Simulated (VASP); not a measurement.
Set up this calculation in VASP 6.6.1, as the native input.

| Quantity | Value |
| --- | --- |
| Task | single point |
| Functional | PBE |
| Potentials or basis | VASP PAW PBE potentials, release 64 (Bi_d, P, Hg) |
| Cutoff | 520 eV |
| k mesh | 4 × 4 × 4 |
| Occupations | gaussian, width 0.05 eV |
| Spin | no spin polarisation |
| Dipole correction | no |
| Further INCAR settings | ALGO = Fast; EDIFF = 1e-07; NBANDS = 36 |

The structure of Hg3BiP lies in POSCAR:

```
Hg3BiP
1.0
    5.7680293956      0.0000000000      0.0000000000
    0.0000000000      5.7680293956      0.0000000000
    0.0000000000      0.0000000000      5.7680293956
Bi P Hg
1 1 3
Direct
    0.0000000000      0.0000000000      0.0000000000
    0.5000000000      0.5000000000      0.5000000000
    0.5000000000      0.5000000000      0.0000000000
    0.5000000000      0.0000000000      0.5000000000
    0.0000000000      0.5000000000      0.5000000000
```

The cell comes from a database or a generator and needn't be the stable form of this composition.

These files were run (other wordings do the same):

INCAR

```
SYSTEM = Hg3BiP
  PREC = Accurate
  ENCUT = 520
  EDIFF = 1E-7
  ISMEAR = 0
  SIGMA = 0.05
  LREAL = .False.
  LASPH = .True.
  NELM = 100
  ALGO = Fast
  ISIF = 2
  LWAVE = .False.
  LCHARG = .False.
  GGA = PE
  NBANDS = 36
```

KPOINTS

```
regular mesh
0
Gamma
  4 4 4
  0 0 0
```

Potentials or basis: VASP PAW PBE potentials, release 64 (Bi_d, P, Hg).

Run with:

```console
$ cat potpaw_PBE.64/Bi_d/POTCAR potpaw_PBE.64/P/POTCAR potpaw_PBE.64/Hg/POTCAR > POTCAR
$ mpirun -np 1 vasp_std > vasp.out
```

Results of the run:

| Quantity | Value |
| --- | --- |
| Pressure | -5.2 GPa |
| Band gap on the k mesh | none (metal or under the smearing width) |

Caveat: spin-orbit coupling is left out, which moves the levels of the heavy elements.

It took 49 s on 1 thread of AMD EPYC 9R45 96-Core Processor (Zen 5), on a shared host, peak memory 0.32 GiB.
